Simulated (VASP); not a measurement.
Output of a VASP run:

OSZICAR:
```
       N       E                     dE             d eps       ncg     rms          rms(c)
DAV:   1     0.541565630341E+03    0.54157E+03   -0.22911E+04  1396   0.201E+03
DAV:   2     0.565630877317E+02   -0.48500E+03   -0.47416E+03  1304   0.576E+02
DAV:   3    -0.288416138676E+02   -0.85405E+02   -0.83240E+02  1494   0.185E+02
DAV:   4    -0.381397616779E+02   -0.92981E+01   -0.92785E+01  2096   0.577E+01
DAV:   5    -0.387056882678E+02   -0.56593E+00   -0.56540E+00  1920   0.119E+01    0.103E+01
DAV:   6    -0.372164114553E+02    0.14893E+01   -0.37115E+00  2096   0.153E+01    0.805E+00
DAV:   7    -0.370703306653E+02    0.14608E+00   -0.10907E+00  1632   0.470E+00    0.294E+00
DAV:   8    -0.370645221900E+02    0.58085E-02   -0.11911E-01  1672   0.289E+00    0.726E-01
DAV:   9    -0.370652198455E+02   -0.69766E-03   -0.14668E-02  2088   0.911E-01    0.264E-01
DAV:  10    -0.370654681394E+02   -0.24829E-03   -0.14303E-03  1528   0.247E-01    0.840E-02
DAV:  11    -0.370656811386E+02   -0.21300E-03   -0.43964E-04  1712   0.136E-01    0.202E-02
DAV:  12    -0.370656861146E+02   -0.49760E-05   -0.53099E-05  2088   0.662E-02    0.166E-02
DAV:  13    -0.370656892758E+02   -0.31612E-05   -0.72711E-06  1312   0.140E-02    0.557E-03
DAV:  14    -0.370656893880E+02   -0.11220E-06   -0.15592E-06  1056   0.964E-03
   1 F= -.37065689E+02 E0= -.37065689E+02  d E =-.214652-132
```

### OUTCAR
```
------------------------ aborting loop because EDIFF is reached ----------------------------------------
  FORCE on cell =-STRESS in cart. coord.  units (eV):
  Direction    XX          YY          ZZ          XY          YZ          ZX
  --------------------------------------------------------------------------------------
  Total       -3.0131276     -3.0131276     -3.1405933      0.0000000     -0.0000000      0.0000000
  in kB      -28.2789663    -28.2789663    -29.4752642      0.0000000     -0.0000000      0.0000000
  external PRESSURE =     -28.6777322 kB  Pullay stress =       0.0000000 kB
  volume of cell :      170.71
      direct lattice vectors                 reciprocal lattice vectors
    -3.285245000  3.285245000  3.954295000     0.000000000  0.152195651  0.126444790
     3.285245000 -3.285245000  3.954295000     0.152195651  0.000000000  0.126444790
     3.285245000  3.285245000 -3.954295000     0.152195651  0.152195651  0.000000000
 POSITION                                       TOTAL-FORCE (eV/Angst)
 -----------------------------------------------------------------------------------
     -0.00000      3.28525      1.97715        -0.000000      0.000000     -0.000000
      3.28525     -0.00000      1.97715        -0.000000      0.000000     -0.000000
      0.00000      0.00000      3.95430        -0.000000      0.000000     -0.000000
      0.00000      0.00000      0.00000         0.000000      0.000000     -0.000000
      1.29445     -1.29445      5.24189        -0.063077      0.063077     -0.053212
      1.99079      1.99079     -1.28760         0.063077      0.063077      0.053212
     -1.29445      1.29445      5.24189         0.063077     -0.063077     -0.053212
      1.29445      1.29445      2.66670        -0.063077     -0.063077      0.053212
 -----------------------------------------------------------------------------------
    total drift:                               -0.000004     -0.000004     -0.000001
  FREE ENERGIE OF THE ION-ELECTRON SYSTEM (eV)
  ---------------------------------------------------
  free  energy   TOTEN  =       -37.0656893880 eV

  energy  without entropy=      -37.0656893880  energy(sigma->0) =      -37.06568939
```
(Selected blocks of OUTCAR.)

POSCAR:
```
Li2GePbS4
1
   -3.2852450000     3.2852450000     3.9542950000
    3.2852450000    -3.2852450000     3.9542950000
    3.2852450000     3.2852450000    -3.9542950000
Li Ge Pb S
2 1 1 4
Direct
  0.7500000000   0.2500000000   0.5000000000
  0.2500000000   0.7500000000   0.5000000000
  0.5000000000   0.5000000000   0.0000000000
  0.0000000000   0.0000000000   0.0000000000
  0.4658000000   0.8598200000   0.0000000000
  0.1401800000   0.1401800000   0.6059800000
  0.8598200000   0.4658000000   0.0000000000
  0.5342000000   0.5342000000   0.3940200000
```

Task: Reconstruct the remaining input files.

Result: One answer among several that fit: the input of the run itself, PBEsol GGA, plane waves, VASP's PBE PAW potentials (set 64).

File KPOINTS:
```
Automatic mesh
0
G
  5 5 5
0 0 0
```

### INCAR
```
SYSTEM = Li2GePbS4
PREC = Accurate
ENCUT = 400
EDIFF = 1E-6
NELM = 100
ALGO = Normal
LREAL = .FALSE.
LASPH = .TRUE.
ISMEAR = 0
SIGMA = 0.01
GGA = PS
LMAXMIX = 4
LWAVE = .FALSE.
LCHARG = .FALSE.
ISIF = 2
```

POTCAR, in this order: Li_sv Ge_d Pb_d S (PBE.64 set). Program: vasp_std.

At this cut-off the stress carries a Pulay error, which pulls relaxed volumes low.

The structure comes from a computed database's Li2GePbS4 entry; how it stands against other phases isn't given here. The cell was not relaxed at this level.
